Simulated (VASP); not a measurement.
```
HgBr2
1.0
    2.21010    -3.43830     0.00000
    2.21010     3.43830     0.00000
    0.00000     0.00000    12.67975
Hg Br
2 4
Direct
  0.64239   0.35761   0.83277
  0.35761   0.64239   0.33277
  0.63394   0.36606   0.46115
  0.36606   0.63394   0.96115
  0.92222   0.07778   0.70608
  0.07778   0.92222   0.20608
```

The numbers are results of PBEsol GGA with spin-orbit coupling, VASP's PBE PAW potentials (set 64) (plane waves; VASP), not measurements. Numerical set-up: 400 eV cut-off, 6×6×2 Γ-centred mesh, Gaussian smearing of 0.050 eV, potentials Hg Br.

The path is coarsely sampled, so an indirect gap can come out somewhat too large.

Q: Give the energies of bands 41 to 54 at the high-symmetry points, in eV from the valence-band maximum.

A: 
```json
[
 {"band": "41", "Γ": "-0.56", "Y": "-1.75", "C0": "-1.94", "Z": "-0.55", "A0": "-1.86", "T": "-1.65", "S": "-1.03", "R": "-0.99"},
 {"band": "42", "Γ": "-0.56", "Y": "-1.75", "C0": "-1.88", "Z": "-0.55", "A0": "-1.86", "T": "-1.65", "S": "-1.03", "R": "-0.99"},
 {"band": "43", "Γ": "-0.48", "Y": "-1.58", "C0": "-1.73", "Z": "-0.55", "A0": "-1.84", "T": "-1.65", "S": "-0.99", "R": "-0.94"},
 {"band": "44", "Γ": "-0.48", "Y": "-1.58", "C0": "-1.70", "Z": "-0.55", "A0": "-1.84", "T": "-1.65", "S": "-0.99", "R": "-0.94"},
 {"band": "45", "Γ": "-0.43", "Y": "-0.74", "C0": "-0.87", "Z": "-0.44", "A0": "-0.78", "T": "-0.59", "S": "-0.71", "R": "-0.66"},
 {"band": "46", "Γ": "-0.43", "Y": "-0.74", "C0": "-0.81", "Z": "-0.44", "A0": "-0.78", "T": "-0.59", "S": "-0.71", "R": "-0.66"},
 {"band": "47", "Γ": "-0.33", "Y": "-0.47", "C0": "-0.79", "Z": "-0.44", "A0": "-0.77", "T": "-0.59", "S": "-0.48", "R": "-0.65"},
 {"band": "48", "Γ": "-0.33", "Y": "-0.47", "C0": "-0.77", "Z": "-0.44", "A0": "-0.77", "T": "-0.59", "S": "-0.48", "R": "-0.65"},
 {"band": "49", "Γ": "-0.05", "Y": "-0.21", "C0": "-0.56", "Z": "-0.01", "A0": "-0.31", "T": "-0.26", "S": "-0.23", "R": "-0.20"},
 {"band": "50", "Γ": "-0.05", "Y": "-0.21", "C0": "-0.52", "Z": "-0.01", "A0": "-0.31", "T": "-0.26", "S": "-0.23", "R": "-0.20"},
 {"band": "51", "Γ": "-0.04", "Y": "-0.17", "C0": "-0.04", "Z": "-0.01", "A0": "-0.27", "T": "-0.26", "S": "-0.10", "R": "-0.18"},
 {"band": "52", "Γ": "-0.04", "Y": "-0.17", "C0": "-0.04", "Z": "-0.01", "A0": "-0.27", "T": "-0.26", "S": "-0.10", "R": "-0.18"},
 {"band": "53", "Γ": "2.05", "Y": "2.66", "C0": "2.95", "Z": "2.61", "A0": "3.03", "T": "2.80", "S": "2.64", "R": "2.87"},
 {"band": "54", "Γ": "2.05", "Y": "2.66", "C0": "2.98", "Z": "2.61", "A0": "3.03", "T": "2.80", "S": "2.64", "R": "2.87"}
]
```

The gap is indirect, 2.05 eV, from the valence maximum at Γ-Z at 0.75 to the conduction minimum at Γ.

The compound is HgBr2 in the sg36 structure. It was relaxed first.
